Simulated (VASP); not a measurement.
VASP ran on this input.

POSCAR:
```
Li2O
1
   -0.0000000000     2.2159309950     2.2159309950
    2.2159309950     0.0000000000     2.2159309950
    2.2159309950     2.2159309950    -0.0000000000
Li O
2 1
Direct
  0.2500000000   0.2500000000   0.2500000000
  0.7500000000   0.7500000000   0.7500000000
  0.0000000000   0.0000000000   0.0000000000
```

### KPOINTS
```
K-points
0
gamma
9 9 9
```

**INCAR**
```
! general
SYSTEM =Li2O
PREC   =Accurate
ENCUT  =620
LREAL  =F   ! projection in real space or not
LASPH  =T

! electronic loop
EDIFF  =1E-6   ! SCF stop (eV)
NELM   =100   ! most electronic steps
ALGO   =Normal   ! blocked Davidson

! smearing
ISMEAR =0   ! Gaussian
SIGMA  =0.05

! functional
GGA    =PS   ! PBEsol

! ions
IBRION =2   ! conjugate gradients
NSW    =40
ISIF   =3   ! ions, shape and volume
EDIFFG =-0.02   ! ionic stop
PSTRESS=100   ! kbar

! output
LWAVE  =F
LCHARG =F
```

POTCAR, in this order: Li_sv O (PBE.64 set). Program: vasp_std.

Question: Translate this PBEsol calculation to Ansatz.

Answer: One equivalent input (not run):
Ansatz 0.2 input:
```yaml
crystal:
  lattice:
    - [0.0000000, 2.2159310, 2.2159310]
    - [2.2159310, 0.0000000, 2.2159310]
    - [2.2159310, 2.2159310, 0.0000000]
  atoms:
    - { symbol: Li, position: [0.2500000, 0.2500000, 0.2500000] }
    - { symbol: Li, position: [0.7500000, 0.7500000, 0.7500000] }
    - { symbol: O, position: [0.0000000, 0.0000000, 0.0000000] }
kpoints:
  mp_grid: { grid: [9, 9, 9] }
hamiltonian:
  xc: pbesol
  pseudopotentials: { kind: paw }
scf:
  occupations: { method: gaussian, width: 0.05 }
  max_iter: 100
relax:
  max_steps: 40
  f_tol: 0.02
  cell: { p_target: 10 }
output: { forces: true, stress: true, eigenvalues: true }
```
Limits of the translation: each code has its own PAW files, so the cut-off isn't converted (ENCUT is set for VASP's; basis.ecutwfc is left out, and Ansatz then takes the one that its files recommend); Ansatz stops its SCF on the density residual and VASP on the energy change (EDIFF).

The compound is Li2O in the antifluorite structure. It was relaxed first under an external pressure of 10 GPa.
